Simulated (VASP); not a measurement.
Method: PW91 GGA, VASP's PBE PAW potentials (set 64) (plane waves; VASP 6.6.1).

The input files of a VASP run:

INCAR:
```
SYSTEM  =  Bi2Se3
PREC  =  Accurate; ENCUT  =  520; LREAL  =  .FALSE.
LASPH  =  .TRUE.
EDIFF  =  1E-7; NELM  =  100; ALGO  =  Normal
LMAXMIX  =  4
ISMEAR  =  -5
GGA  =  91
ISIF  =  2
LWAVE  =  .FALSE.; LCHARG  =  .TRUE.; LORBIT  =  11
NEDOS  =  601
LEFG  =  .TRUE.
```

**KPOINTS**
```
Automatic mesh
0
Gamma
7 7 7
0 0 0
```

POSCAR:
```
Bi2Se3
10.3720690
  0.9793564062  -0.2020787534   0.0050214537
  0.9793564062   0.2020787534   0.0050214537
  0.9358791142   0.0000000000   0.3523213213
Bi Se
2 3
Cartesian
  1.1513782489   0.0000000000   0.1441371709
  1.7432136778   0.0000000000   0.2182270579
  2.8945919267   0.0000000000   0.3623642287
  0.6280134730   0.0000000000   0.0786188947
  2.2665784536  -0.0000000000   0.2837453341
```

POTCAR, in this order: Bi_d Se (PBE.64 set). Program: vasp_std.

### Question
What will the output report for the number of irreducible k-points (NKPTS), largest plane-wave count, number of space-group operations, FFT grid (NGX, NGY, NGZ)?

### Answer

```yaml
number of irreducible k-points (NKPTS): 44
largest_plane_wave_count: 4157
number_of_space_group_operations: 12
FFT grid (NGX, NGY, NGZ): 80 × 80 × 80
```

The compound is Bi2Se3 in the tetradymite structure. It was relaxed first, which changed the volume by +8 %.
